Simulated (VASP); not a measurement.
These are PBE GGA, VASP's PBE PAW potentials (set 64) (plane waves; VASP) values and carry that method's errors.

Input for VASP

**INCAR**
```
! general
SYSTEM   =  Ta3N
PREC     =  Accurate
ENCUT    =  400
LREAL    =  .FALSE.
LASPH    =  .TRUE.

! electronic loop
EDIFF    =  1E-6
NELM     =  100
ALGO     =  Normal
LMAXMIX  =  6

! smearing
ISMEAR   =  0
SIGMA    =  0.272

! functional
GGA      =  PE

! ions
ISIF     =  2

! output
LWAVE    =  .FALSE.
LCHARG   =  .FALSE.
```

**POSCAR**
```
Ta3N
1.0
  0.0000000000   3.3966570000   3.3966570000
  3.3966570000   0.0000000000   3.3966570000
  3.3966570000   3.3966570000   0.0000000000
N Ta
1 3
direct
  0.0000000000   0.0000000000   0.0000000000
  0.5000000000   0.5000000000   0.5000000000
  0.2500000000   0.2500000000   0.2500000000
  0.7500000000   0.7500000000   0.7500000000
```

**KPOINTS**
```
Automatic mesh
0
Gamma
3 3 3
0 0 0
```

POTCAR, in this order: N Ta_pv (PBE.64 set). Program: vasp_std.

What VASP printed:

OSZICAR:
```
       N       E                     dE             d eps       ncg     rms          rms(c)
DAV:   1     0.269095572983E+03    0.26910E+03   -0.18634E+04   192   0.134E+03
DAV:   2    -0.280360789071E+02   -0.29713E+03   -0.29359E+03   205   0.389E+02
DAV:   3    -0.410167498687E+02   -0.12981E+02   -0.12311E+02   257   0.660E+01
DAV:   4    -0.412543910947E+02   -0.23764E+00   -0.23734E+00   234   0.815E+00
DAV:   5    -0.412645324396E+02   -0.10141E-01   -0.10138E-01   248   0.124E+00    0.170E+01
DAV:   6    -0.412115484459E+02    0.52984E-01   -0.50345E+01   228   0.354E+01    0.138E+01
DAV:   7    -0.380887135533E+02    0.31228E+01   -0.12308E+01   236   0.119E+01    0.577E+00
DAV:   8    -0.379935430474E+02    0.95171E-01   -0.15042E+00   205   0.752E+00    0.104E+00
DAV:   9    -0.379835452547E+02    0.99978E-02   -0.10495E-01   243   0.198E+00    0.503E-01
DAV:  10    -0.379833163580E+02    0.22890E-03   -0.89514E-03   250   0.546E-01    0.221E-01
DAV:  11    -0.379833833617E+02   -0.67004E-04   -0.30749E-03   258   0.270E-01    0.724E-02
DAV:  12    -0.379833290599E+02    0.54302E-04   -0.10164E-03   235   0.114E-01    0.431E-02
DAV:  13    -0.379833000602E+02    0.29000E-04   -0.18448E-04   242   0.644E-02    0.784E-03
DAV:  14    -0.379832998279E+02    0.23229E-06   -0.19109E-05   217   0.236E-02    0.455E-03
DAV:  15    -0.379832993718E+02    0.45610E-06   -0.93557E-07   127   0.579E-03
   1 F= -.37983299E+02 E0= -.37889115E+02  d E =-.188369E+00
```

OUTCAR:
```
------------------------ aborting loop because EDIFF is reached ----------------------------------------
  FORCE on cell =-STRESS in cart. coord.  units (eV):
  Direction    XX          YY          ZZ          XY          YZ          ZX
  --------------------------------------------------------------------------------------
  Total      -12.6567769    -12.6567769    -12.6567769      0.0000000      0.0000000      0.0000000
  in kB     -258.7310978   -258.7310978   -258.7310978      0.0000000      0.0000000      0.0000000
  external PRESSURE =    -258.7310978 kB  Pullay stress =       0.0000000 kB
  volume of cell :       78.38
      direct lattice vectors                 reciprocal lattice vectors
     0.000000000  3.396657000  3.396657000    -0.147203559  0.147203559  0.147203559
     3.396657000  0.000000000  3.396657000     0.147203559 -0.147203559  0.147203559
     3.396657000  3.396657000  0.000000000     0.147203559  0.147203559 -0.147203559
 POSITION                                       TOTAL-FORCE (eV/Angst)
 -----------------------------------------------------------------------------------
      0.00000      0.00000      0.00000         0.000000      0.000000     -0.000000
      3.39666      3.39666      3.39666         0.000000      0.000000     -0.000000
      1.69833      1.69833      1.69833        -0.000000     -0.000000      0.000000
      5.09499      5.09499      5.09499         0.000000      0.000000     -0.000000
 -----------------------------------------------------------------------------------
    total drift:                               -0.000000     -0.000000      0.000000
  FREE ENERGIE OF THE ION-ELECTRON SYSTEM (eV)
  ---------------------------------------------------
  free  energy   TOTEN  =       -37.9832993718 eV

  energy  without entropy=      -37.7949306385  energy(sigma->0) =      -37.88911501
```
(Selected blocks of OUTCAR.)

At this cut-off the stress carries a Pulay error, which pulls relaxed volumes low.

The structure was generated: Ta3N was put into an ordered model structure, which need not be its known phase. The cell was not relaxed at this level. The k-mesh is coarse (spacing up to 0.53 per Å, 2π included), so the numbers may not be converged in it. The run is one of a series of settings (KPOINTS 3×3×3 Γ-centred mesh against the base run), some of them coarse on purpose.
